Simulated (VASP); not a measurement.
Consider the following.

```
CELL_PARAMETERS angstrom
      1.95977    -3.39442     0.00000
      1.95977     3.39442     0.00000
      0.00000     0.00000     6.78177
ATOMIC_POSITIONS crystal
  Sn 0.00000 0.00000 0.00000
  Se 0.33333 0.66667 0.23735
  Se 0.66667 0.33333 0.76265
```

Computed with PW91 GGA, VASP's PBE PAW potentials (set 64) (plane waves; VASP). Run with 520 eV cut-off, 7×7×4 Γ-centred mesh, Gaussian smearing of 0.050 eV, potentials Sn_d Se.

Without a dispersion term in the relaxation, distances and binding between the weakly bound layers, chains or molecules are unreliable, and so is what depends on them.

Q: The ions and cell shape at fixed volume are relaxed. What does this cell relax into?

A: 
```
CELL_PARAMETERS angstrom
      1.93899    -3.35844     0.00000
      1.93899     3.35844     0.00000
      0.00000     0.00000     6.92790
ATOMIC_POSITIONS crystal
  Sn 0.00000 0.00000 0.00000
  Se 0.33333 0.66667 0.23026
  Se 0.66667 0.33333 0.76974
```
Space group P-3m1 (164), at a tolerance of 0.03 Å.

Q: How much energy does the relaxation gain?

A: The energy (σ→0) changes by -4.4 meV/atom, in 7 ionic steps.

| step | E(σ→0) (eV) | max force (eV/Å) | pressure (GPa) | volume (Å³) |
|---|---|---|---|---|
| 1 | -11.9160 | 0.236 | -1.49 | 90.23 |
| 2 | -11.9207 | 0.153 | -1.18 | 90.23 |
| 3 | -11.9247 | 0.009 | -0.56 | 90.23 |
| 4 | -11.9280 | 0.007 | -0.34 | 90.23 |
| 5 | -11.9292 | 0.026 | -0.10 | 90.23 |
| 6 | -11.9292 | 0.025 | -0.11 | 90.23 |
| 7 | -11.9292 | 0.004 | -0.03 | 90.23 |

The compound is SnSe2 in the 1T layered structure. This cell is one point of a volume scan, at 1.03 of the reference volume. Symmetry was kept, so distortions that lower it aren't found.
